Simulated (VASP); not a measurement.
A run of VASP 6.6.1 is set up as follows.

INCAR

```
PREC = Accurate
ENCUT = 600
EDIFF = 1E-8
ISMEAR = 0
SIGMA = 0.02
LREAL = F
LASPH = T
NELM = 80
ALGO = Normal
ISIF = 2
LWAVE = F
LCHARG = F
GGA = CA
LEPSILON = T
IBRION = 8
NSW = 1
```

Contents of KPOINTS:

```
Automatic mesh
0
Gamma
  8 8 12
```

File POSCAR:

```
TiO2
1.0
    4.5521200000      0.0000000000      0.0000000000
    0.0000000000      4.5521200000      0.0000000000
    0.0000000000      0.0000000000      2.9218700000
Ti O
2 4
Direct
    0.0000000000      0.0000000000      0.0000000000
    0.5000000000      0.5000000000      0.5000000000
    0.3038500000      0.3038500000      0.0000000000
    0.1961500000      0.8038500000      0.5000000000
    0.6961500000      0.6961500000      0.0000000000
    0.8038500000      0.1961500000      0.5000000000
```

Potentials or basis: VASP PAW LDA potentials, release 64 (Ti_sv, O).

Launch:

```sh
$ cat potpaw_LDA.64/Ti_sv/POTCAR potpaw_LDA.64/O/POTCAR > POTCAR
$ mpirun -np 1 vasp_std > vasp.out
```

(1) Predict the electronic dielectric tensor (diagonal).

(2) Predict the Born charges (mean of the diagonal).

(3) Predict the band gap on the k mesh.

(4) Predict the highest phonon frequency at Γ, LO-TO splitting left out.

## Answers

(1) 7.55, 7.55, 8.91.

(2) Ti +6.78; O -3.39 e.

(3) 1.82 eV, direct.

(4) 818 cm⁻¹.

**What was measured.**

“Shallow Valence Band of Rutile GeO2 and P-type Doping”, 2020, arxiv:2011.08928 quotes, for a bulk crystal of TiO2 at 1.6 K: band gap 3.03 eV (direct).

Measured gap of TiO2: 3.03 eV (direct; 1.6 K; quoted in “Shallow Valence Band of Rutile GeO2 and P-type Doping”, 2020, arxiv:2011.08928). This calculation gives 1.82 eV (-1.21 eV). 2 values of this kind are on record in papers (3.03 to 3.05 eV); this one was drawn at random among those near their median. The value is that of LDA on a finite k mesh, which can miss the band edges, without temperature or zero-point motion. Semilocal functionals fall short of measured gaps as a rule.
